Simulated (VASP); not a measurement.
Level of theory: PBE GGA, VASP's PBE PAW potentials (set 64) (plane waves; VASP).

VASP ran on this input.

**INCAR**
```
SYSTEM = TiV52
PREC = Normal; ENCUT = 400; LREAL = Auto
LASPH = .TRUE.; ISYM = 0
EDIFF = 1E-5; NELM = 100; NELMIN = 4
ALGO = Fast; LMAXMIX = 4
ISMEAR = 1; SIGMA = 0.1
GGA = PE
IBRION = 2; NSW = 60; ISIF = 2
EDIFFG = -0.03
LWAVE = .FALSE.; LCHARG = .FALSE.
```

### POSCAR
```
TiV52
1
    8.9342515068     0.0000000000    -0.0000000000
    0.0000000000     8.9342515068     0.0000000000
    0.0000000000     0.0000000000     8.9342515068
V Ti
52 1
Direct
  0.0024650000   0.0030930000   0.0024370000
  0.3335370000  -0.0017640000  -0.0032250000
  0.6662080000  -0.0006450000   0.0001500000
 -0.0001430000   0.3336990000   0.0002860000
  0.0017220000   0.0014020000   0.3341230000
  0.1661790000   0.1652740000   0.1697940000
  0.3322360000   0.3314770000  -0.0028660000
  0.3365210000  -0.0024560000   0.3321590000
  0.4971680000   0.1648500000   0.1659650000
  0.6692810000   0.3323130000   0.0032000000
  0.6635560000  -0.0009790000   0.3325480000
  0.8350770000   0.1695630000   0.1654770000
 -0.0004460000   0.6651490000   0.0019870000
  0.0009120000   0.3304860000   0.3340170000
  0.1686180000   0.4969110000   0.1663730000
  0.3352490000   0.6698920000   0.0005540000
 -0.0030430000  -0.0003540000   0.6646080000
  0.1675050000   0.1647880000   0.4976960000
  0.5029020000   0.5029260000   0.1658400000
  0.6672990000   0.6677360000   0.0000700000
  0.3331410000  -0.0032420000   0.6638140000
  0.4995700000   0.1662140000   0.4979270000
  0.6668630000   0.3339870000   0.3347920000
  0.8320550000   0.4993690000   0.1687970000
  0.6672420000   0.0013630000   0.6667370000
  0.8355120000   0.1681230000   0.5024180000
 -0.0019580000   0.6653370000   0.3331740000
  0.1666240000   0.8340440000   0.1687720000
  0.0001830000   0.3362320000   0.6681410000
  0.1645460000   0.5007900000   0.5004110000
  0.3350720000   0.6686910000   0.3320040000
  0.4976130000   0.8342270000   0.1634210000
  0.1685720000   0.1666800000   0.8366150000
  0.3365280000   0.3315320000   0.6689770000
  0.6687310000   0.6649250000   0.3343690000
  0.8364830000   0.8348620000   0.1639980000
  0.5000040000   0.1664180000   0.8300380000
  0.6698940000   0.3358260000   0.6648000000
  0.8340290000   0.4998150000   0.4990700000
  0.8335270000   0.1670950000   0.8355350000
 -0.0028860000   0.6673690000   0.6666910000
  0.1644240000   0.8309930000   0.5009100000
  0.1691940000   0.4969170000   0.8328580000
  0.3358280000   0.6665120000   0.6657930000
  0.4982880000   0.8303510000   0.4978560000
  0.5003750000   0.5001990000   0.8336250000
  0.6653400000   0.6690790000   0.6689570000
  0.8331070000   0.8349920000   0.5018720000
  0.8324630000   0.4978700000   0.8317020000
  0.1649310000   0.8326200000   0.8300810000
  0.4985540000   0.8335780000   0.8328250000
  0.8335430000   0.8349180000   0.8361800000
  0.3335720000   0.3306960000   0.3348590000
```

KPOINTS:
```
Automatic
0
Monkhorst Pack
 2 2 2
```

POTCAR, in this order: V Ti (PBE.64 set). Program: vasp_std.

Output

File OSZICAR:
```
...
RMM:   3    -0.470807069317E+03    0.12869E-01   -0.29864E-02  1272   0.101E+00    0.211E-01
RMM:   4    -0.470807899438E+03   -0.83012E-03   -0.15132E-02  1686   0.339E-01    0.190E-01
RMM:   5    -0.470807785510E+03    0.11393E-03   -0.60401E-03  1639   0.230E-01    0.143E-01
RMM:   6    -0.470807495394E+03    0.29012E-03   -0.21669E-03  1373   0.198E-01    0.929E-02
RMM:   7    -0.470807515800E+03   -0.20406E-04   -0.17422E-03  1688   0.124E-01    0.647E-02
RMM:   8    -0.470807492313E+03    0.23487E-04   -0.52023E-04  1540   0.760E-02    0.312E-02
RMM:   9    -0.470807501891E+03   -0.95778E-05   -0.28684E-04  1685   0.390E-02    0.212E-02
RMM:  10    -0.470807501152E+03    0.73909E-06   -0.62531E-05  1044   0.208E-02
  16 F= -.47080750E+03 E0= -.47082220E+03  d E =-.126785E-01
       N       E                     dE             d eps       ncg     rms          rms(c)
DAV:   1    -0.470803809102E+03    0.36928E-02   -0.56044E+00  1272   0.503E+00    0.705E-01
RMM:   2    -0.470857030062E+03   -0.53221E-01   -0.38102E-01  1292   0.292E+00    0.188E+00
RMM:   3    -0.470804228374E+03    0.52802E-01   -0.12304E-01  1272   0.205E+00    0.430E-01
RMM:   4    -0.470807257860E+03   -0.30295E-02   -0.59899E-02  1689   0.679E-01    0.370E-01
RMM:   5    -0.470806882086E+03    0.37577E-03   -0.23723E-02  1635   0.454E-01    0.285E-01
RMM:   6    -0.470805833660E+03    0.10484E-02   -0.88433E-03  1389   0.393E-01    0.194E-01
RMM:   7    -0.470805755463E+03    0.78197E-04   -0.59973E-03  1581   0.256E-01    0.127E-01
RMM:   8    -0.470805739677E+03    0.15786E-04   -0.26880E-03  1638   0.156E-01    0.739E-02
RMM:   9    -0.470805741769E+03   -0.20924E-05   -0.10802E-03  1698   0.864E-02    0.412E-02
RMM:  10    -0.470805751821E+03   -0.10052E-04   -0.37514E-04  1731   0.437E-02    0.344E-02
RMM:  11    -0.470805741468E+03    0.10353E-04   -0.16032E-04  1449   0.446E-02    0.231E-02
RMM:  12    -0.470805746966E+03   -0.54977E-05   -0.10937E-04  1361   0.332E-02    0.216E-02
RMM:  13    -0.470805741449E+03    0.55171E-05   -0.28951E-05   804   0.262E-02
  17 F= -.47080574E+03 E0= -.47081976E+03  d E =-.109188E-01
       N       E                     dE             d eps       ncg     rms          rms(c)
DAV:   1    -0.470807934867E+03   -0.21879E-02   -0.22868E+00  1272   0.322E+00    0.429E-01
RMM:   2    -0.470827045689E+03   -0.19111E-01   -0.13033E-01  1279   0.177E+00    0.117E+00
RMM:   3    -0.470808006222E+03    0.19039E-01   -0.44401E-02  1272   0.124E+00    0.257E-01
RMM:   4    -0.470809509689E+03   -0.15035E-02   -0.24024E-02  1698   0.423E-01    0.248E-01
RMM:   5    -0.470809151188E+03    0.35850E-03   -0.89849E-03  1624   0.288E-01    0.181E-01
RMM:   6    -0.470808696696E+03    0.45449E-03   -0.32461E-03  1357   0.254E-01    0.103E-01
RMM:   7    -0.470808831526E+03   -0.13483E-03   -0.32203E-03  1789   0.151E-01    0.886E-02
RMM:   8    -0.470808753645E+03    0.77881E-04   -0.64634E-04  1416   0.982E-02    0.405E-02
RMM:   9    -0.470808772530E+03   -0.18885E-04   -0.49241E-04  1799   0.491E-02    0.289E-02
RMM:  10    -0.470808769019E+03    0.35103E-05   -0.10475E-04  1268   0.252E-02    0.191E-02
RMM:  11    -0.470808768734E+03    0.28585E-06   -0.56423E-05  1035   0.276E-02
  18 F= -.47080877E+03 E0= -.47082324E+03  d E =-.139460E-01
       N       E                     dE             d eps       ncg     rms          rms(c)
DAV:   1    -0.470814732446E+03   -0.59634E-02   -0.17843E+00  1272   0.284E+00    0.395E-01
RMM:   2    -0.470828031382E+03   -0.13299E-01   -0.10969E-01  1276   0.163E+00    0.101E+00
RMM:   3    -0.470814303414E+03    0.13728E-01   -0.36785E-02  1272   0.113E+00    0.240E-01
RMM:   4    -0.470815323160E+03   -0.10197E-02   -0.17945E-02  1721   0.375E-01    0.223E-01
RMM:   5    -0.470815113688E+03    0.20947E-03   -0.74721E-03  1576   0.271E-01    0.181E-01
RMM:   6    -0.470814697499E+03    0.41619E-03   -0.27690E-03  1337   0.241E-01    0.107E-01
RMM:   7    -0.470814734496E+03   -0.36997E-04   -0.24851E-03  1708   0.145E-01    0.768E-02
RMM:   8    -0.470814684521E+03    0.49975E-04   -0.64960E-04  1451   0.970E-02    0.354E-02
RMM:   9    -0.470814701225E+03   -0.16704E-04   -0.42440E-04  1764   0.485E-02    0.256E-02
RMM:  10    -0.470814700701E+03    0.52389E-06   -0.10135E-04  1244   0.262E-02    0.171E-02
RMM:  11    -0.470814699920E+03    0.78084E-06   -0.40694E-05   869   0.236E-02
  19 F= -.47081470E+03 E0= -.47082841E+03  d E =-.593119E-02
       N       E                     dE             d eps       ncg     rms          rms(c)
DAV:   1    -0.470815666419E+03   -0.96572E-03   -0.11116E+00  1272   0.223E+00    0.314E-01
RMM:   2    -0.470824038367E+03   -0.83719E-02   -0.69672E-02  1277   0.130E+00    0.803E-01
RMM:   3    -0.470815409147E+03    0.86292E-02   -0.23164E-02  1272   0.898E-01    0.191E-01
RMM:   4    -0.470816080327E+03   -0.67118E-03   -0.11566E-02  1734   0.296E-01    0.177E-01
RMM:   5    -0.470815963224E+03    0.11710E-03   -0.48564E-03  1595   0.214E-01    0.145E-01
RMM:   6    -0.470815695506E+03    0.26772E-03   -0.17794E-03  1342   0.192E-01    0.850E-02
RMM:   7    -0.470815721339E+03   -0.25833E-04   -0.15917E-03  1714   0.115E-01    0.622E-02
RMM:   8    -0.470815688197E+03    0.33143E-04   -0.41231E-04  1447   0.768E-02    0.282E-02
RMM:   9    -0.470815699312E+03   -0.11115E-04   -0.27349E-04  1702   0.380E-02    0.208E-02
RMM:  10    -0.470815697952E+03    0.13600E-05   -0.57127E-05  1022   0.210E-02
  20 F= -.47081570E+03 E0= -.47082880E+03  d E =-.692922E-02
       N       E                     dE             d eps       ncg     rms          rms(c)
DAV:   1    -0.470815773429E+03   -0.74117E-04   -0.86933E-02  1328   0.624E-01    0.900E-02
RMM:   2    -0.470816531373E+03   -0.75794E-03   -0.59477E-03  1272   0.389E-01    0.240E-01
RMM:   3    -0.470815749039E+03    0.78233E-03   -0.19228E-03  1272   0.263E-01    0.559E-02
RMM:   4    -0.470815788893E+03   -0.39854E-04   -0.79275E-04  1700   0.820E-02    0.479E-02
RMM:   5    -0.470815780843E+03    0.80508E-05   -0.35671E-04  1558   0.623E-02    0.421E-02
RMM:   6    -0.470815757425E+03    0.23418E-04   -0.12331E-04  1296   0.540E-02    0.223E-02
RMM:   7    -0.470815760578E+03   -0.31529E-05   -0.11955E-04  1368   0.317E-02    0.176E-02
RMM:   8    -0.470815757422E+03    0.31555E-05   -0.25103E-05   758   0.216E-02
  21 F= -.47081576E+03 E0= -.47082904E+03  d E =-.698869E-02
       N       E                     dE             d eps       ncg     rms          rms(c)
DAV:   1    -0.470815775816E+03   -0.15238E-04   -0.77472E-03  1378   0.187E-01    0.289E-02
RMM:   2    -0.470815845906E+03   -0.70090E-04   -0.60397E-04  1272   0.125E-01    0.757E-02
RMM:   3    -0.470815769098E+03    0.76808E-04   -0.19496E-04  1268   0.845E-02    0.181E-02
RMM:   4    -0.470815768869E+03    0.22868E-06   -0.43038E-05   925   0.247E-02
  22 F= -.47081577E+03 E0= -.47082900E+03  d E =-.700014E-02
       N       E                     dE             d eps       ncg     rms          rms(c)
DAV:   1    -0.470817426547E+03   -0.16574E-02   -0.63834E-01  1272   0.171E+00    0.259E-01
RMM:   2    -0.470824273440E+03   -0.68469E-02   -0.46944E-02  1273   0.109E+00    0.714E-01
RMM:   3    -0.470817447151E+03    0.68263E-02   -0.15301E-02  1272   0.725E-01    0.193E-01
RMM:   4    -0.470817388273E+03    0.58878E-04   -0.55276E-03  1485   0.266E-01    0.116E-01
RMM:   5    -0.470817614105E+03   -0.22583E-03   -0.46446E-03  1628   0.217E-01    0.150E-01
RMM:   6    -0.470817296500E+03    0.31760E-03   -0.11252E-03  1291   0.166E-01    0.694E-02
RMM:   7    -0.470817376550E+03   -0.80050E-04   -0.16000E-03  1817   0.940E-02    0.672E-02
RMM:   8    -0.470817332503E+03    0.44047E-04   -0.37744E-04  1471   0.671E-02    0.300E-02
RMM:   9    -0.470817339900E+03   -0.73966E-05   -0.20868E-04  1637   0.336E-02    0.237E-02
RMM:  10    -0.470817332942E+03    0.69580E-05   -0.36685E-05   861   0.228E-02
  23 F= -.47081733E+03 E0= -.47083056E+03  d E =-.156407E-02
```

File OUTCAR:
```
------------------------ aborting loop because EDIFF is reached ----------------------------------------
  FORCE on cell =-STRESS in cart. coord.  units (eV):
  Direction    XX          YY          ZZ          XY          YZ          ZX
  --------------------------------------------------------------------------------------
  Total       -0.9796088     -0.9817690     -0.9796065     -2.6367668     -2.6519473     -2.6431953
  in kB       -2.2008413     -2.2056946     -2.2008361     -5.9239009     -5.9580062     -5.9383436
  external PRESSURE =      -2.2024574 kB  Pullay stress =       0.0000000 kB
  volume of cell :      713.14
      direct lattice vectors                 reciprocal lattice vectors
     8.934251507  0.000000000  0.000000000     0.111928794  0.000000000  0.000000000
     0.000000000  8.934251507  0.000000000     0.000000000  0.111928794  0.000000000
     0.000000000  0.000000000  8.934251507     0.000000000  0.000000000  0.111928794
 POSITION                                       TOTAL-FORCE (eV/Angst)
 -----------------------------------------------------------------------------------
      0.01428      0.01095      0.01199         0.002262     -0.002255     -0.003133
      3.00438      0.00920      0.01086        -0.007081      0.003956      0.001558
      5.94869      8.92321      8.92405        -0.003555      0.005324      0.004219
      0.01292      3.00225      0.01054         0.004654     -0.011560      0.002882
      0.01373      0.00951      3.00220         0.000808      0.003521     -0.007980
      1.52518      1.52110      1.52231         0.005221      0.008177      0.009768
      2.96389      2.95993      8.92001         0.002242      0.002650      0.008723
      2.96465      8.91753      2.96215        -0.001996      0.009790      0.000836
      4.49999      1.51085      1.51348         0.005990      0.007625      0.003407
      5.98745      2.94949      8.92328        -0.004372      0.000935      0.001952
      5.98656      8.92223      2.95078         0.005210      0.000067     -0.000229
      7.45818      1.48845      1.48822        -0.010408     -0.010142     -0.000938
      8.92619      5.94452      8.92387         0.009449     -0.001109      0.002753
      8.92203      2.96039      2.96177         0.011652      0.000532      0.001327
      1.51561      4.49676      1.51277         0.004167      0.003954      0.007155
      2.95374      5.98350      8.92349        -0.003948     -0.002061     -0.001196
      8.92648      8.92275      5.94539         0.007701      0.008670     -0.000019
      1.51596      1.51106      4.49844         0.001523      0.006742      0.001898
      4.48252      4.47890      1.34294         0.006303      0.003980     -0.000466
      5.97550      5.97250      8.91464        -0.002370     -0.006647     -0.001208
      2.95343      8.92147      5.98508        -0.000744      0.002318     -0.003200
      4.48254      1.34104      4.48051         0.007879      0.002793      0.004814
      5.98632      3.00822      3.00932        -0.001243     -0.002595      0.002215
      7.43278      4.47327      1.48958         0.000272     -0.001468     -0.006675
      5.97600      8.91382      5.97361        -0.008750     -0.001124     -0.008479
      7.43237      1.48823      4.47433         0.002396     -0.004176     -0.003511
      8.92543      5.98358      2.95021         0.004951      0.000340      0.002772
      1.49125      7.45329      1.48847        -0.004078     -0.003869     -0.003631
      8.92498      2.94981      5.98494         0.005898     -0.002799     -0.001382
      1.34417      4.47894      4.48040         0.004319      0.003625      0.001772
      3.01260      5.98278      3.00959        -0.004829     -0.002639     -0.000104
      4.47679      7.42959      1.48927         0.000057     -0.002052     -0.003442
      1.49093      1.48774      7.45572        -0.004108     -0.006992     -0.010332
      3.01195      3.00855      5.98388        -0.001417     -0.002396      0.001799
      5.84119      5.83659      3.04245         0.005675      0.010594      0.003947
      7.43208      7.42773      1.50953        -0.004431      0.001771     -0.004088
      4.47629      1.48790      7.43066         0.002592     -0.003688      0.001394
      5.84049      3.04148      5.83873         0.008523      0.004024      0.006446
      7.54220      4.45005      4.45108        -0.002812      0.007581      0.008012
      7.43172      1.50969      7.42958        -0.003285     -0.008421     -0.004094
      8.91702      5.97253      5.97310         0.002909     -0.006719     -0.005119
      1.49216      7.42923      4.47436        -0.006233      0.000233     -0.003529
      1.49154      4.47261      7.43037        -0.002174      0.001636      0.001454
      3.04570      5.83590      5.83742         0.000614      0.009462      0.009682
      4.45388      7.53708      4.45153         0.009154      0.006124      0.007970
      4.45415      4.45005      7.53951         0.005002      0.007427      0.004242
      5.82621      5.82294      5.82436        -0.004664     -0.005319     -0.007613
      7.41128      7.40796      4.44066        -0.002769     -0.004866     -0.009200
      7.41102      4.43991      7.40839        -0.004157     -0.006305     -0.000622
      1.51303      7.42808      7.42913        -0.010694     -0.003514     -0.001238
      4.44320      7.40754      7.40889        -0.004736     -0.004021     -0.001899
      7.43065      7.42740      7.42743        -0.013061     -0.014968     -0.008065
      3.28875      3.28523      3.28674        -0.009510     -0.002148     -0.001608
 -----------------------------------------------------------------------------------
    total drift:                               -0.008947     -0.002035     -0.001383
  FREE ENERGIE OF THE ION-ELECTRON SYSTEM (eV)
  ---------------------------------------------------
  free  energy   TOTEN  =      -470.8173329416 eV

  energy  without entropy=     -470.8570121038  energy(sigma->0) =     -470.83055933

 reached required accuracy - stopping structural energy minimisation
```
(Selected blocks of OUTCAR.)

### CONTCAR
```
TiV52
   1.00000000000000
     8.9342515068000008    0.0000000000000000    0.0000000000000000
     0.0000000000000000    8.9342515068000008    0.0000000000000000
     0.0000000000000000    0.0000000000000000    8.9342515068000008
  V               Ti
    52     1
Direct
     0.0015986673640737    0.0012256455031583    0.0013425663764376
     0.3362765208973170    0.0010296229721031    0.0012153440928314
     0.6658294349016599    0.9987638741636765    0.9988579899876179
     0.0014458253646013    0.3360378633424661    0.0011800182379432
     0.0015367625272786    0.0010649574327512    0.3360325661666370
     0.1707118916115044    0.1702544321099564    0.1703907665604071
     0.3317447070099141    0.3313014592951805    0.9984056504121890
     0.3318297463530655    0.9981281184389680    0.3315502980974692
     0.5036790027466556    0.1691072522570940    0.1694014815216243
     0.6701684694503613    0.3301323675635822    0.9987716473193509
     0.6700681362946282    0.9986546298082857    0.3302773160342126
     0.8347850864158995    0.1666001004652933    0.1665741223722434
     0.9990977863855290    0.6653624113988654    0.9988375612036039
     0.9986318684156394    0.3313528322713057    0.3315070346538721
     0.1696401741247471    0.5033170158413581    0.1693221023422835
     0.3306088690449833    0.6697263982197680    0.9987959227668730
     0.9991302568014617    0.9987125878226051    0.6654607411987723
     0.1696798872977425    0.1691306757913430    0.5035054465145388
     0.5017232883173607    0.5013183636842673    0.1503135496502145
     0.6688303505503685    0.6684950183380224    0.9978045214762151
     0.3305743598480035    0.9985694711371460    0.6699022818419875
     0.5017248739174018    0.1501009100376657    0.5014978188203887
     0.6700415926027071    0.3367060168373447    0.3368292848392669
     0.8319422006079831    0.5006879205457092    0.1667267116555503
     0.6688866264754889    0.9977126174795744    0.6686194508162000
     0.8318964241104805    0.1665753312363349    0.5008066891873121
     0.9990123942552143    0.6697343607898595    0.3302130937786464
     0.1669139682301196    0.8342381368379452    0.1666024830173095
     0.9989626087615772    0.3301689854170952    0.6698873722782693
     0.1504510088537072    0.5013226364621661    0.5014859772108697
     0.3371962551508023    0.6696449257517989    0.3368597657412298
     0.5010817421289994    0.8315848546373956    0.1666920077142354
     0.1668783666920492    0.1665211060482528    0.8345096880083629
     0.3371234441489452    0.3367435078751564    0.6697687277967335
     0.6537970838550875    0.6532821926957355    0.3405374716787534
     0.8318636025088184    0.8313769725269584    0.1689595790819672
     0.5010255191248627    0.1665388345293061    0.8317050016223169
     0.6537185008189411    0.3404288831451595    0.6535218709126479
     0.8441897576150182    0.4980887663173005    0.4982041405732358
     0.8318230155765804    0.1689775872183729    0.8315842375835087
     0.9980714344503350    0.6684983962273583    0.6685621329034324
     0.1670159479819365    0.8315443431787962    0.5008102763554202
     0.1669457854845665    0.5006137880363833    0.8316725670482590
     0.3409019718455288    0.6532047962359793    0.6533757258932767
     0.4985173866789793    0.8436163979945659    0.4982540330328130
     0.4985477023413535    0.4980890415948051    0.8438879707835216
     0.6521207719198382    0.6517549600966114    0.6519137331492566
     0.8295359838033298    0.8291637154850241    0.4970373344284499
     0.8295063823009438    0.4969534606421399    0.8292116979989504
     0.1693517163669161    0.8314155253667525    0.8315334862156639
     0.4973223933045356    0.8291172114893950    0.8292685841924522
     0.8317039508263619    0.8313401280184870    0.8313429395304738
     0.3681054955377697    0.3677115913873676    0.3678812173239018
```

The cell is a supercell with a defect, built from V (bcc): Ti into a V vacancy. The run is not spin-polarised, so no magnetic state was tried. The run is not spin-polarised, so no state with unpaired spins was tried.
